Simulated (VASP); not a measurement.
Here is a VASP 6.6.1 calculation.

The input POSCAR:

```
GeB2C2
1.0
    2.7541330000      0.0000000000      0.0000000000
   -0.0001650000      4.6749860000      0.0000000000
   -0.0564290000     -0.3560070000      5.4587710000
Ge B C
1 2 2
Direct
    0.9779890000      0.0193660000      0.1660340000
    0.4852150000      0.1708330000      0.5043280000
    0.9842010000      0.6580640000      0.4615110000
    0.9846520000      0.3280800000      0.4758290000
    0.4842800000      0.8310970000      0.4644290000
```

The input INCAR.step1:

```
SYSTEM = GeB2C2
  PREC = Accurate
  ENCUT = 520
  EDIFF = 1E-6
  ISMEAR = 0
  SIGMA = 0.1
  LREAL = .False.
  LASPH = .True.
  NELM = 60
  ALGO = Fast
  ISIF = 2
  LWAVE = .False.
  LCHARG = .True.
  GGA = PE
  NBANDS = 22
  KPAR = 2
```

KPOINTS.step1

```
regular mesh
0
Gamma
  10 6 6
  0 0 0
```

File INCAR.step2:

```
SYSTEM = GeB2C2
  PREC = Accurate
  ENCUT = 520
  EDIFF = 1E-6
  ISMEAR = 0
  SIGMA = 0.05
  LREAL = .False.
  LASPH = .True.
  NELM = 60
  ALGO = Fast
  ISIF = 2
  LWAVE = .False.
  LCHARG = .False.
  GGA = PE
  NBANDS = 22
  KPAR = 2
  ICHARG = 11
```

File KPOINTS.step2:

```
path XGY,LGZ,NGM,RG
20
line-mode
reciprocal
 0.5000000000  0.0000000000  0.0000000000  X
 0.0000000000  0.0000000000  0.0000000000  G

 0.0000000000  0.0000000000  0.0000000000  G
 0.0000000000 -0.5000000000  0.0000000000  Y

 0.5000000000 -0.5000000000  0.0000000000  L
 0.0000000000  0.0000000000  0.0000000000  G

 0.0000000000  0.0000000000  0.0000000000  G
 0.0000000000  0.5000000000 -0.5000000000  Z

 0.5000000000  0.5000000000 -0.5000000000  N
 0.0000000000  0.0000000000  0.0000000000  G

 0.0000000000  0.0000000000  0.0000000000  G
 0.0000000000  0.0000000000 -0.5000000000  M

 0.5000000000  0.0000000000 -0.5000000000  R
 0.0000000000  0.0000000000  0.0000000000  G
```

Potentials or basis: VASP PAW PBE potentials, release 64 (Ge_d, B, C).

Command:

```bash
$ cat potpaw_PBE.64/Ge_d/POTCAR potpaw_PBE.64/B/POTCAR potpaw_PBE.64/C/POTCAR > POTCAR
$ cp INCAR.step1 INCAR
$ cp KPOINTS.step1 KPOINTS
$ mpirun -np 2 vasp_std > vasp.out
$ cp INCAR.step2 INCAR
$ cp KPOINTS.step2 KPOINTS
$ mpirun -np 2 vasp_std > vasp.out
```

(1) Predict the band gap along the path.

(2) Estimate the band gap on the k mesh.

Results:

(1) 0.18 eV, indirect (least direct gap 1.32 eV).

(2) 0.18 eV, indirect (least direct gap 1.24 eV).

Caveat: the log is that of the step along the path at fixed density, whose energy, stress, charges and moments have no meaning.
